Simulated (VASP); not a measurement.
An input for Quantum ESPRESSO's pw.x (written as the equivalent of a VASP run, and not itself run):

```
&CONTROL
  calculation = 'scf'
  pseudo_dir = './pseudo'
  outdir = './out'
  tprnfor = .true.
  tstress = .true.
/
&SYSTEM
  ibrav = 0
  nat = 8
  ntyp = 3
  ecutwfc = 80
  occupations = 'tetrahedra'
  input_dft = 'pbesol'
/
&ELECTRONS
  conv_thr = 7.3e-09
  electron_maxstep = 100
/
ATOMIC_SPECIES
  In 114.818 In.upf
  Sb 121.760 Sb.upf
  Al 26.982 Al.upf
CELL_PARAMETERS angstrom
    -0.0000000    3.1698564    3.1698564
     3.1698564   -0.0000000    3.1698564
    12.6761506   12.6761506    0.0032749
ATOMIC_POSITIONS crystal
  In   0.0084063  0.0084063  0.9936953
  In   0.9934295  0.9934295  0.2549279
  Sb   0.2490598  0.2490598  0.0632051
  Sb   0.2344229  0.2344229  0.3241828
  Sb   0.2503872  0.2503872  0.5622096
  Sb   0.2654166  0.2654166  0.8009375
  Al   0.9921968  0.9921968  0.5058524
  Al   0.0066808  0.0066808  0.7449894
K_POINTS automatic
  7 7 2 0 0 0
```

Problem. Write the VASP files for the same calculation (PBEsol).

Solution. One answer among several that fit: 
POSCAR:
```
Al2In2Sb4
1
   -0.0000000000     3.1698563782     3.1698563782
    3.1698563782    -0.0000000000     3.1698563782
   12.6761506130    12.6761506130     0.0032748997
In Sb Al
2 4 2
Direct
  0.0084063278   0.0084063278   0.9936952542
  0.9934294969   0.9934294969   0.2549278773
  0.2490598099   0.2490598099   0.0632051426
  0.2344229367   0.2344229367   0.3241827975
  0.2503871910   0.2503871910   0.5622096067
  0.2654166067   0.2654166067   0.8009375450
  0.9921967896   0.9921967896   0.5058524078
  0.0066808413   0.0066808413   0.7449893691
```

### KPOINTS
```
Automatic mesh
0
Gamma
7 7 2
0 0 0
```

INCAR:
```
SYSTEM = Al2In2Sb4
PREC = Accurate
ENCUT = 400
EDIFF = 1E-7
NELM = 100
ALGO = Normal
LREAL = .FALSE.
LASPH = .TRUE.
ISMEAR = -5
GGA = PS
LMAXMIX = 4
LWAVE = .FALSE.
LCHARG = .TRUE.
LORBIT = 11
NEDOS = 601
ISIF = 2
LEFG = .TRUE.
```

POTCAR, in this order: In_d Sb Al (PBE.64 set). Program: vasp_std.

What does not carry over: the potentials are each code's own (VASP's PAW set, PseudoDojo norm-conserving files in pw.x), so ENCUT and ecutwfc are chosen apart and not converted; conv_thr bounds pw.x's estimated SCF error, while EDIFF bounds the energy change between steps; the field gradients of LEFG aren't asked of the other code.

The structure was generated: Al2In2Sb4 was put into an ordered model structure (R3m), which need not be its known phase. It was relaxed first.
